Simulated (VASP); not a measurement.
# Cu2Mo (Fd-3m) in VASP: density of states with PBE

Aim: the density of states of Cu2Mo with PBE.

All numbers are computed with VASP 6.6.1; they aren't measurements. Logs are shortened: lines on timing, memory, paths and dates and some standing lists are left out, and cuts for length are marked.

## (1) The structure

The structure is cubic, space group Fd-3m (No. 227). Conventional cell: a = 6.785 Å, b = 6.785 Å, c = 6.785 Å, α = 90.00°, β = 90.00°, γ = 90.00°. Cu (site symmetry -3m) has 6 Cu at 2.40 Å as nearest neighbours. Around Mo (site symmetry -43m) lie 12 Cu at 2.81 Å and 4 Mo at 2.94 Å.

The cell was built by a generator and needn't be a form met in nature.

## (2) Density of states, PBE

POSCAR

```
Cu2Mo                                   
1.0
    0.0000000000      3.3926110756      3.3926110756
    3.3926110756      0.0000000000      3.3926110756
    3.3926110756      3.3926110756      0.0000000000
  Cu              Mo            
     4     2
Direct
     0.6250000000000000    0.6250000000000000    0.6250000000000000
     0.1250000000000000    0.6250000000000000    0.6250000000000000
     0.6250000000000000    0.6250000000000000    0.1250000000000000
     0.6250000000000000    0.1250000000000000    0.6250000000000000
     0.0000000000000000    0.0000000000000000    0.0000000000000000
     0.2500000000000000    0.2500000000000000    0.2500000000000000
```

INCAR.step1

```
PREC = Accurate
ENCUT = 520
EDIFF = 1E-6
ISMEAR = 0
SIGMA = 0.1
LREAL = F
LASPH = T
NELM = 80
ALGO = Normal
ISIF = 2
LWAVE = F
LCHARG = T
LMAXMIX = 4
GGA = PE
KPAR = 4
```

KPOINTS.step1

```
Automatic mesh
0
Gamma
  8 8 8
```

INCAR.step2

```
PREC = Accurate
ENCUT = 520
EDIFF = 1E-6
ISMEAR = -5
SIGMA = 0.1
LREAL = F
LASPH = T
NELM = 80
ALGO = Normal
ISIF = 2
LWAVE = F
LCHARG = F
LMAXMIX = 4
GGA = PE
LORBIT = 11
KPAR = 4
NEDOS = 2001
ICHARG = 11
```

KPOINTS.step2

```
Automatic mesh
0
Gamma
  12 12 12
```

Potentials or basis: VASP PAW PBE potentials, release 64 (Cu, Mo_sv).

On the command line:

```
$ cat potpaw_PBE.64/Cu/POTCAR potpaw_PBE.64/Mo_sv/POTCAR > POTCAR
$ cp INCAR.step1 INCAR
$ cp KPOINTS.step1 KPOINTS
$ mpirun -np 4 vasp_std > vasp.out
$ cp INCAR.step2 INCAR
$ cp KPOINTS.step2 KPOINTS
$ mpirun -np 4 vasp_std > vasp.out
```

OUTCAR:

```text
PREC = Accurate
   ENCUT = 520
   EDIFF = 1E-6
   ISMEAR = -5
   LREAL = F
   LASPH = T
   NELM = 80
   ISIF = 2
   GGA = PE
   LORBIT = 11
   ICHARG = 11

 ion  position               nearest neighbor table
   1  0.625  0.625  0.625-   2 2.40   3 2.40   4 2.40   3 2.40   4 2.40   2 2.40   6 2.81   5 2.81
                             6 2.81   5 2.81   6 2.81   5 2.81
   2  0.125  0.625  0.625-   1 2.40   3 2.40   4 2.40   1 2.40   3 2.40   4 2.40   5 2.81   6 2.81
                             5 2.81   5 2.81   6 2.81   6 2.81
   3  0.625  0.625  0.125-   1 2.40   1 2.40   2 2.40   4 2.40   4 2.40   2 2.40   6 2.81   5 2.81
                             6 2.81   5 2.81   6 2.81   5 2.81
   4  0.625  0.125  0.625-   1 2.40   3 2.40   1 2.40   2 2.40   3 2.40   2 2.40   5 2.81   6 2.81
                             5 2.81   6 2.81   6 2.81   5 2.81
   5  0.000  0.000  0.000-   1 2.81   3 2.81   4 2.81   1 2.81   2 2.81   3 2.81   1 2.81   2 2.81
                             4 2.81   2 2.81   3 2.81   4 2.81   6 2.94   6 2.94   6 2.94   6 2.94
   6  0.250  0.250  0.250-   2 2.81   3 2.81   4 2.81   1 2.81   2 2.81   4 2.81   1 2.81   2 2.81
                             3 2.81   1 2.81   3 2.81   4 2.81   5 2.94   5 2.94   5 2.94   5 2.94

  LATTYP: Found a face centered cubic cell.
 ALAT       =     6.7852221512

  Lattice vectors:

 A1 = (   0.0000000000,   3.3926110756,   3.3926110756)
 A2 = (   3.3926110756,   0.0000000000,   3.3926110756)
 A3 = (   3.3926110756,   3.3926110756,   0.0000000000)

Analysis of symmetry for initial positions (statically):
=====================================================================
 Subroutine PRICEL returns:
 Original cell was already a primitive cell.

 Routine SETGRP: Setting up the symmetry group for a
 face centered cubic supercell.

 Subroutine GETGRP returns: Found 48 space group operations
 (whereof 24 operations were pure point group operations)
 out of a pool of 48 trial point group operations.

The static configuration has the point symmetry T_d .
 The point group associated with its full space group is O_h .

Analysis of symmetry for dynamics (positions and initial velocities):
=====================================================================
 Subroutine PRICEL returns:
 Original cell was already a primitive cell.

 Routine SETGRP: Setting up the symmetry group for a
 face centered cubic supercell.

 Subroutine GETGRP returns: Found 48 space group operations
 (whereof 24 operations were pure point group operations)
 out of a pool of 48 trial point group operations.

The dynamic configuration has the point symmetry T_d .
 The point group associated with its full space group is O_h .

 Subroutine INISYM returns: Found 48 space group operations
 (whereof 24 operations are pure point group operations),
 and found     1 'primitive' translations

----------------------------------------------------------------------------------------

                                     Primitive cell

  volume of cell :      78.0966

  direct lattice vectors                    reciprocal lattice vectors
     0.000000000  3.392611076  3.392611076    -0.147379110  0.147379110  0.147379110
     3.392611076  0.000000000  3.392611076     0.147379110 -0.147379110  0.147379110
     3.392611076  3.392611076  0.000000000     0.147379110  0.147379110 -0.147379110

  length of vectors
     4.797876595  4.797876595  4.797876595     0.255268106  0.255268106  0.255268106

  position of ions in fractional coordinates (direct lattice)
     0.625000000  0.625000000  0.625000000
     0.125000000  0.625000000  0.625000000
     0.625000000  0.625000000  0.125000000
     0.625000000  0.125000000  0.625000000
     0.000000000  0.000000000  0.000000000
     0.250000000  0.250000000  0.250000000

  ion indices of the primitive-cell ions
   primitive index   ion index
                 1           1
                 2           2
                 3           3
                 4           4
                 5           5
                 6           6

----------------------------------------------------------------------------------------

 KPOINTS: Automatic mesh

Automatic generation of k-mesh.
 Grid dimensions read from file:
 generate k-points for:   12   12   12

 Generating k-lattice:

  Cartesian coordinates                     Fractional coordinates (reciprocal lattice)
    -0.012281592  0.012281592  0.012281592     0.083333333  0.000000000  0.000000000
     0.012281592 -0.012281592  0.012281592     0.000000000  0.083333333  0.000000000
     0.012281592  0.012281592 -0.012281592     0.000000000  0.000000000  0.083333333

  Length of vectors
     0.021272342  0.021272342  0.021272342

  Shift w.r.t. Gamma in fractional coordinates (k-lattice)
     0.000000000  0.000000000  0.000000000

 TETIRR: Found    247 inequivalent tetrahedra from    10368

 Subroutine IBZKPT returns following result:
 ===========================================

 Found     72 irreducible k-points:

 Following reciprocal coordinates:
            Coordinates               Weight
  0.000000  0.000000  0.000000      1.000000
  0.083333  0.000000  0.000000      8.000000
  0.166667  0.000000  0.000000      8.000000
  0.250000  0.000000  0.000000      8.000000
  0.333333  0.000000  0.000000      8.000000
  0.416667  0.000000  0.000000      8.000000
[... 16 lines left out ...]
  0.500000  0.166667  0.000000     24.000000
 -0.416667  0.166667  0.000000     24.000000
 [... further k-points ...]
   k-points           NKPTS =     72   k-points in BZ     NKDIM =     72   number of bands    NBANDS=     43
   number of dos      NEDOS =   2001   number of ions     NIONS =      6
   total plane-waves  NPLWV =  46656
   dimension x,y,z NGX =    36 NGY =   36 NGZ =   36
   dimension x,y,z NGXF=    72 NGYF=   72 NGZF=   72
   ions per type =               4   2
   NGX,Y,Z   is equivalent  to a cutoff of  12.47, 12.47, 12.47 a.u.
   NGXF,Y,Z  is equivalent  to a cutoff of  24.95, 24.95, 24.95 a.u.
 SYSTEM =  unknown system
   PREC   = accura    normal or accurate (medium, high low for compatibility)
   ISTART =      0    job   : 0-new  1-cont  2-samecut
   ICHARG =     11    charge: 1-file 2-atom 10-const
   ISPIN  =      1    spin polarized calculation?
   LNONCOLLINEAR =      F non collinear calculations
   LSORBIT =      F    spin-orbit coupling
   LASPH  =      T    aspherical Exc in radial PAW
   ENCUT  =  520.0 eV  38.22 Ry    6.18 a.u.   8.92  8.92  8.92*2*pi/ulx,y,z
   NELM   =     80;   NELMIN=  2; NELMDL=  0     # of ELM steps
   EDIFF  = 0.1E-05   stopping-criterion for ELM
   LREAL  =      F    real-space projection
   EDIFFG = 0.1E-04   stopping-criterion for IOM
   NSW    =      0    number of steps for IOM
   IBRION =     -1    ionic relax: 0-MD 1-quasi-New 2-CG
   NFREE  =      0    steps in history (QN), initial steepest desc. (CG)
   ISIF   =      2    stress and relaxation
   ISYM   =      2    0-nonsym 1-usesym 2-fastsym
   POTIM  = 0.5000    time-step for ionic-motion
   TEBEG  =    0.0;   TEEND  =   0.0 temperature during run
   PSTRESS=    0.0 pullay stress
   NELECT =      72.0000    total number of electrons
   NUPDOWN=      -1.0000    fix difference up-down
   EMIN   =  10.00;   EMAX   =-10.00  energy-range for DOS
   EFERMI =   0.00;   METHOD = LEGACY
   ISMEAR =    -5;   SIGMA  =   0.10  broadening in eV -4-tet -1-fermi 0-gaus
   EFERMI_NEDOS =   21; number of points for ismear=-14 and -15
   IALGO  =     38    algorithm
   IMIX   =      4    mixing-type and parameters
     AMIX     =   0.40;   BMIX     =  1.00
     AMIX_MAG =   1.60;   BMIX_MAG =  1.00
  volume/ion in A,a.u.               =      13.02        87.84
  Fermi-wavevector in a.u.,A,eV,Ry     =   1.593339  3.010975 34.541518  2.538730
  Thomas-Fermi vector in A             =   2.691585
   LORBIT       =     11    0 simple, 1 ext, 2 COOP (PROOUT), +10 PAW based schemes
   GGA     = PE    functional components
   LHFCALC =     F    Hartree Fock is set to
   AEXX    =    0.0000 exact exchange contribution
   IVDW    =     0    specifies the selected vdW correction
   LEPSILON=     F    determine dielectric tensor
   LRPA    =     F    only Hartree local field effects (RPA)
 non-spin polarized calculation
 Fermi weights with tetrahedron method with Bloechl corrections
  energy-cutoff  :      520.00
  volume of cell :       78.10
 maximum number of plane-waves:      2126

 number of electron      72.0000059 magnetization

 Free energy of the ion-electron system (eV)
  ---------------------------------------------------
  ext. energy  EPLUGINS =         0.00000000
  ---------------------------------------------------
  free energy    TOTEN  =       -35.45644104 eV

  energy without entropy =      -35.45644104  energy(sigma->0) =      -35.45644104

 E-fermi :   9.3051     XC(G=0): -13.0521

 val. band max:        9.3246510701   @ k =  -0.4167   0.2500   0.0833
 cond. band min:       9.2952885871   @ k =  -0.3333   0.4167   0.0833
 fundamental gap:     -0.0293624830
 Fermi energy:         9.3050531315

 k-point     1 :       0.0000    0.0000    0.0000
  band No.  band energies     occupation
      1     -51.3218      2.00000
      2     -51.2285      2.00000
      3     -25.4589      2.00000
      4     -25.4589      2.00000
      5     -25.4589      2.00000
      6     -25.2114      2.00000
[... 35 lines left out ...]
     42      15.4828      0.00000
     43      15.6938      0.00000
[... 1017 lines left out ...]
      3     -25.5053      2.00000
      4     -25.4893      2.00000
      5     -25.4206      2.00000
      6     -25.2529      2.00000
[... 35 lines left out ...]
     42      12.7315      0.00000
     43      12.7674      0.00000

 [... further k-points ...]

------------------------ aborting loop because EDIFF is reached ----------------------------------------

  FORCE on cell =-STRESS in cart. coord.  units (eV):
  Direction    XX          YY          ZZ          XY          YZ          ZX
  --------------------------------------------------------------------------------------
  -------------------------------------------------------------------------------------
  Total       -0.6786711     -0.6786711     -0.6786711      0.0000000      0.0000000      0.0000000
  in kB      -13.9231560    -13.9231560    -13.9231560      0.0000000      0.0000000      0.0000000
  external PRESSURE =     -13.9231560 kB  Pullay stress =       0.0000000 kB

 VOLUME and BASIS-vectors are now :
 -----------------------------------------------------------------------------
  energy-cutoff  :      520.00
  volume of cell :       78.10
      direct lattice vectors                 reciprocal lattice vectors
     0.000000000  3.392611076  3.392611076    -0.147379110  0.147379110  0.147379110
     3.392611076  0.000000000  3.392611076     0.147379110 -0.147379110  0.147379110
     3.392611076  3.392611076  0.000000000     0.147379110  0.147379110 -0.147379110

 POSITION                                       TOTAL-FORCE (eV/Angst)
 -----------------------------------------------------------------------------------
      4.24076      4.24076      4.24076         0.000000      0.000000      0.000000
      4.24076      2.54446      2.54446         0.000000      0.000000      0.000000
      2.54446      2.54446      4.24076         0.000000      0.000000      0.000000
      2.54446      4.24076      2.54446         0.000000      0.000000      0.000000
      0.00000      0.00000      0.00000         0.000000      0.000000     -0.000000
      1.69631      1.69631      1.69631        -0.000000     -0.000000      0.000000
 -----------------------------------------------------------------------------------
    total drift:                               -0.000000      0.000000      0.000000

  FREE ENERGIE OF THE ION-ELECTRON SYSTEM (eV)
  ---------------------------------------------------
  free  energy   TOTEN  =       -35.4564410380 eV

  energy  without entropy=      -35.4564410380  energy(sigma->0) =      -35.45644104

 total charge

# of ion       s       p       d       tot
------------------------------------------
    1        0.503   0.492   9.132  10.126
    2        0.503   0.492   9.132  10.126
    3        0.503   0.492   9.132  10.126
    4        0.503   0.492   9.132  10.126
    5        2.305   6.137   3.781  12.224
    6        2.305   6.137   3.781  12.224
--------------------------------------------------
tot          6.621  14.240  44.092  64.953
```

Wall time 85 s (4 MPI ranks of Intel Xeon Platinum 8488C (Sapphire Rapids), shared host); peak memory 0.32 GiB.

Results:

* Valence electrons inside the program's atomic spheres: Cu 10.13; Mo 12.22

Levels at points of the mesh, in eV from the Fermi level:
```
           k point  band 34  band 35  band 36  band 37  band 38  band 39
(0.00, 0.00, 0.00)    -1.31    -0.33    -0.33    -0.33     0.19     2.19
(0.50, 0.00, 0.00)    -0.47    -0.11    -0.10    -0.10     0.05     2.02
(0.50, 0.50, 0.00)    -0.43     0.43     0.43     0.57     0.57     1.84
```

States per cell in windows of 1 eV (zero at the Fermi level; states under -8 eV left out):
```csv
from (eV),total,Cu1_d,Cu2_d,Cu3_d,Cu4_d,Mo5_d,Mo6_d
-8.0,0.57,0.01,0.01,0.01,0.01,0.00,0.00
-7.0,1.19,0.03,0.03,0.03,0.03,0.02,0.02
-6.0,1.91,0.12,0.12,0.12,0.12,0.10,0.10
-5.0,7.68,1.20,1.20,1.20,1.20,0.31,0.31
-4.0,16.22,3.19,3.19,3.19,3.19,0.50,0.50
-3.0,14.58,3.10,3.10,3.10,3.10,0.36,0.36
-2.0,5.51,0.91,0.91,0.91,0.91,0.41,0.41
-1.0,8.99,0.72,0.72,0.72,0.72,2.10,2.10
0.0,2.36,0.15,0.15,0.15,0.15,0.52,0.52
1.0,4.99,0.16,0.16,0.16,0.16,1.58,1.58
2.0,3.13,0.07,0.07,0.07,0.07,1.12,1.12
3.0,1.88,0.04,0.04,0.04,0.04,0.51,0.51
4.0,1.37,0.04,0.04,0.04,0.04,0.29,0.29
5.0,0.33,0.01,0.01,0.01,0.01,0.06,0.06
6.0,0.07,0.00,0.00,0.00,0.00,0.01,0.01
7.0,0.00,0.00,0.00,0.00,0.00,0.00,0.00
```

Caveat: tetrahedron occupations give inexact forces and stress in metals.
